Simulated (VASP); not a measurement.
The input files of a VASP run:

KPOINTS:
```
Automatic mesh
0
Gamma
12 12 12
0 0 0
```

### POSCAR
```
CuZn
1.0
  2.9180713884   0.0000000000   0.0000000000
  0.0000000000   2.9180713884   0.0000000000
  0.0000000000   0.0000000000   2.9180713884
Zn Cu
1 1
Cartesian
  1.4590356942   1.4590356942   1.4590356942
  0.0000000000   0.0000000000  -0.0750000000
```

### INCAR
```
LMIXTAU = .TRUE.
ISMEAR = 1
LASPH = .TRUE.   # aspherical one-centre terms
NELM = 100
PREC = Accurate
ENCUT = 480   # plane-wave cut-off (eV)
SYSTEM = CuZn
ISIF = 2   # forces and stress, cell fixed
SIGMA = 0.1
ALGO = Normal
EDIFF = 1E-7
LWAVE = .FALSE.
LMAXMIX = 4   # l cut-off of mixed one-centre charges
LREAL = .FALSE.   # projection in real space or not
LCHARG = .FALSE.
METAGGA = R2SCAN
```

POTCAR, in this order: Zn Cu (PBE.64 set). Program: vasp_std.

Problem. Write an equivalent input for Ansatz.

Solution. One equivalent input (not run):
Ansatz 0.2 input:
```yaml
crystal:
  lattice:
    - [2.9180714, 0.0000000, 0.0000000]
    - [0.0000000, 2.9180714, 0.0000000]
    - [0.0000000, 0.0000000, 2.9180714]
  atoms:
    - { symbol: Zn, position: [0.5000000, 0.5000000, 0.5000000] }
    - { symbol: Cu, position: [0.0000000, 0.0000000, -0.0257019] }
kpoints:
  mp_grid: { grid: [12, 12, 12] }
hamiltonian:
  xc: r2scan
  pseudopotentials: { kind: paw }
scf:
  occupations: { method: methfessel_paxton, width: 0.1 }
  max_iter: 100
output: { forces: true, stress: true, eigenvalues: true }
```
The two are equivalent in intent, not identical: each code has its own PAW files, so the cut-off isn't converted (ENCUT is set for VASP's; basis.ecutwfc is left out, and Ansatz then takes the one that its files recommend); Ansatz stops its SCF on the density residual and VASP on the energy change (EDIFF).

The compound is CuZn in the CsCl type structure. This cell was strained or had an atom moved on purpose.
